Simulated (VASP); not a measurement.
All values below come from SCAN meta-GGA, VASP's PBE PAW potentials (set 64) (plane waves; VASP 6.6.1).

A VASP calculation is set up with these files.

### KPOINTS
```
Automatic mesh
0
gamma
  13 13 11
```

### INCAR
```
SYSTEM = TiB2
PREC = Accurate
ENCUT = 520
EDIFF = 1E-7
NELM = 100
ALGO = Normal
LREAL = .FALSE.
LASPH = .TRUE.
ISMEAR = -5
METAGGA = SCAN
LMIXTAU = .TRUE.
LMAXMIX = 4
LWAVE = .FALSE.
LCHARG = .FALSE.
LORBIT = 11
NEDOS = 601
ISIF = 2
LEFG = .TRUE.
```

File KPOINTS_OPT:
```
k-points along high-symmetry lines
6
Line-mode
Reciprocal
  0.000000   0.000000   0.000000 ! GAMMA
 -0.000000   0.500000   0.000000 ! M

 -0.000000   0.500000   0.000000 ! M
 -0.333333   0.666667   0.000000 ! K

 -0.333333   0.666667   0.000000 ! K
  0.000000   0.000000   0.000000 ! GAMMA

  0.000000   0.000000   0.000000 ! GAMMA
  0.000000   0.000000   0.500000 ! A

  0.000000   0.000000   0.500000 ! A
 -0.000000   0.500000   0.500000 ! L

 -0.000000   0.500000   0.500000 ! L
 -0.333333   0.666667   0.500000 ! H

 -0.333333   0.666667   0.500000 ! H
  0.000000   0.000000   0.500000 ! A

 -0.000000   0.500000   0.500000 ! L
 -0.000000   0.500000   0.000000 ! M

 -0.333333   0.666667   0.500000 ! H
 -0.333333   0.666667   0.000000 ! K
```

**POSCAR**
```
TiB2
1
    1.5094087492    -2.6143726694     0.0000000000
    1.5094087492     2.6143726694    -0.0000000000
    0.0000000000     0.0000000000     3.2326662152
Ti B
1 2
Direct
  0.0000000000   1.0000000000   0.0000000000
  0.3333330000   0.6666670000   0.5000000000
  0.6666670000   0.3333330000   0.5000000000
```

POTCAR, in this order: Ti_sv B (PBE.64 set). Program: vasp_std.

The resulting files:

File OSZICAR:
```
       N       E                     dE             d eps       ncg     rms          rms(c)
DAV:   1     0.120388150310E+03    0.12039E+03   -0.95411E+03  3276   0.163E+03
DAV:   2    -0.327415141443E+02   -0.15313E+03   -0.14995E+03  3361   0.409E+02
DAV:   3    -0.426605749480E+02   -0.99191E+01   -0.98092E+01  4825   0.991E+01
DAV:   4    -0.429980530621E+02   -0.33748E+00   -0.33737E+00  4234   0.167E+01
DAV:   5    -0.430087803982E+02   -0.10727E-01   -0.10770E-01  4814   0.253E+00    0.181E+01
DAV:   6    -0.344565447200E+02    0.85522E+01   -0.26503E+01  4442   0.726E+01    0.328E+00
DAV:   7    -0.341558694192E+02    0.30068E+00   -0.19014E+00  3572   0.170E+01    0.314E+00
DAV:   8    -0.339065650393E+02    0.24930E+00   -0.10322E+00  3964   0.130E+01    0.216E+00
DAV:   9    -0.341657028179E+02   -0.25914E+00   -0.10382E+00  3830   0.146E+01    0.874E-01
DAV:  10    -0.342481576363E+02   -0.82455E-01   -0.15823E-01  3982   0.474E+00    0.261E-01
DAV:  11    -0.342487357850E+02   -0.57815E-03   -0.43069E-03  3876   0.819E-01    0.290E-01
DAV:  12    -0.342515057062E+02   -0.27699E-02   -0.67123E-03  3649   0.111E+00    0.225E-01
DAV:  13    -0.342535793786E+02   -0.20737E-02   -0.19910E-02  3286   0.192E+00    0.125E-01
DAV:  14    -0.342535861611E+02   -0.67825E-05   -0.58815E-04  4160   0.280E-01    0.143E-01
DAV:  15    -0.342535803758E+02    0.57854E-05   -0.19418E-05  3760   0.534E-02    0.138E-01
DAV:  16    -0.342533650420E+02    0.21533E-03   -0.15379E-03  3301   0.492E-01    0.693E-02
DAV:  17    -0.342530905968E+02    0.27445E-03   -0.11432E-04  3571   0.137E-01    0.816E-02
DAV:  18    -0.342527245063E+02    0.36609E-03   -0.19405E-03  3286   0.690E-01    0.195E-01
DAV:  19    -0.342528419760E+02   -0.11747E-03   -0.16157E-03  3291   0.582E-01    0.135E-01
DAV:  20    -0.342530318018E+02   -0.18983E-03   -0.48057E-05  3431   0.943E-02    0.967E-02
DAV:  21    -0.342533095185E+02   -0.27772E-03   -0.22176E-05  3586   0.675E-02    0.488E-02
DAV:  22    -0.342533800310E+02   -0.70512E-04   -0.26014E-06  4278   0.200E-02    0.370E-02
DAV:  23    -0.342534810789E+02   -0.10105E-03   -0.18899E-05  3276   0.622E-02    0.220E-02
DAV:  24    -0.342535570883E+02   -0.76009E-04   -0.82785E-06  3286   0.421E-02    0.103E-02
DAV:  25    -0.342536029804E+02   -0.45892E-04   -0.59149E-06  3276   0.363E-02    0.334E-03
DAV:  26    -0.342535920978E+02    0.10883E-04   -0.10329E-06  3316   0.153E-02    0.417E-03
DAV:  27    -0.342535978937E+02   -0.57959E-05   -0.61365E-08  1943   0.339E-03    0.305E-03
DAV:  28    -0.342536017330E+02   -0.38393E-05   -0.47519E-08  1688   0.282E-03    0.202E-03
DAV:  29    -0.342536065045E+02   -0.47715E-05   -0.19219E-08  1648   0.168E-03    0.986E-04
DAV:  30    -0.342536055782E+02    0.92630E-06   -0.51603E-09  1668   0.958E-04    0.100E-03
DAV:  31    -0.342536084873E+02   -0.29091E-05   -0.56670E-09  1658   0.953E-04    0.334E-04
DAV:  32    -0.342536095853E+02   -0.10980E-05   -0.19600E-09  1658   0.498E-04    0.641E-05
DAV:  33    -0.342536097106E+02   -0.12533E-06   -0.64835E-10  1668   0.251E-04    0.454E-05
DAV:  34    -0.342536098436E+02   -0.13292E-06   -0.28283E-10  1648   0.175E-04    0.286E-05
DAV:  35    -0.342536098511E+02   -0.75142E-08   -0.10331E-10  1668   0.959E-05
   1 F= -.34253610E+02 E0= -.34253610E+02  d E =0.000000E+00
       N       E                     dE             ncg
```

### OUTCAR
```
------------------------ aborting loop because EDIFF is reached ----------------------------------------
  FORCE on cell =-STRESS in cart. coord.  units (eV):
  Direction    XX          YY          ZZ          XY          YZ          ZX
  --------------------------------------------------------------------------------------
  Total        0.0725659      0.0725659     -0.0813100      0.0000000      0.0000000      0.0000000
  in kB        4.5569864      4.5569865     -5.1060989      0.0000000      0.0000000      0.0000000
  external PRESSURE =       1.3359580 kB  Pullay stress =       0.0000000 kB
  volume of cell :       25.51
      direct lattice vectors                 reciprocal lattice vectors
     1.509408749 -2.614372669  0.000000000     0.331255533 -0.191250469  0.000000000
     1.509408749  2.614372669  0.000000000     0.331255533  0.191250469  0.000000000
     0.000000000  0.000000000  3.232666215     0.000000000  0.000000000  0.309342176
 POSITION                                       TOTAL-FORCE (eV/Angst)
 -----------------------------------------------------------------------------------
      0.00000      0.00000      0.00000        -0.000000     -0.000000     -0.000000
      1.50941      0.87146      1.61633         0.000000      0.000000     -0.000000
      1.50941     -0.87146      1.61633        -0.000000     -0.000000      0.000000
 -----------------------------------------------------------------------------------
    total drift:                                0.000000     -0.000000      0.000000
  FREE ENERGIE OF THE ION-ELECTRON SYSTEM (eV)
  ---------------------------------------------------
  free  energy   TOTEN  =       -34.2536098511 eV

  energy  without entropy=      -34.2536098511  energy(sigma->0) =      -34.25360985

 total charge

# of ion       s       p       d       tot
------------------------------------------
    1        2.175   6.214   2.006  10.396
    2        0.699   1.336   0.000   2.035
    3        0.699   1.336   0.000   2.035
--------------------------------------------------
tot          3.574   8.886   2.006  14.466
```
(Selected blocks of OUTCAR.)

File OUTCAR:
```
 val. band max:       10.3214292612   @ k =   0.0769   0.0000   0.4545

 cond. band min:       9.9206376732   @ k =   0.1538   0.1538   0.1818


 Fermi energy:        10.2904606783

 k-point     1 :       0.0000    0.0000    0.0000
  band No.  band energies     occupation
      1     -49.3262      2.00000
      2     -24.5785      2.00000
      3     -24.2420      2.00000
      4     -24.2420      2.00000
      5      -4.1861      2.00000
      6       7.3581      2.00000
      7       7.3581      2.00000
      8       7.6250      2.00000
      9       7.9064      2.00000
     10      12.1819      0.00000
     11      12.1820      0.00000
     12      13.9616      0.00000
     13      13.9616      0.00000

 k-point     2 :       0.0769    0.0000    0.0000
  band No.  band energies     occupation
      1     -49.3228      2.00000
      2     -24.5742      2.00000
      3     -24.2674      2.00000
      4     -24.2476      2.00000
      5      -4.0662      2.00000
      6       7.0057      2.00000
      7       7.3341      2.00000
      8       7.5358      2.00000
      9       7.9716      2.00000
     10      12.1452      0.00000
     11      12.3812      0.00000
     12      13.5163      0.00000
     13      13.5995      0.00000

 k-point     3 :       0.1538   -0.0000    0.0000
  band No.  band energies     occupation
      1     -49.3135      2.00000
      2     -24.5625      2.00000
      3     -24.3377      2.00000
      4     -24.2635      2.00000
      5      -3.7125      2.00000
      6       6.0840      2.00000
      7       7.2522      2.00000
      8       7.3258      2.00000
      9       8.1303      2.00000
     10      12.0449      0.00000
     11      12.7946      0.00000
     12      12.8861      0.00000
     13      13.1002      0.00000

 k-point     4 :       0.2308    0.0000    0.0000
  band No.  band energies     occupation
      1     -49.3004      2.00000
      2     -24.5459      2.00000
      3     -24.4356      2.00000
...
```

For a metal the tetrahedron method with Blöchl corrections gives inexact stress and forces.

The compound is TiB2 in the AlB2 type structure. It was relaxed first.
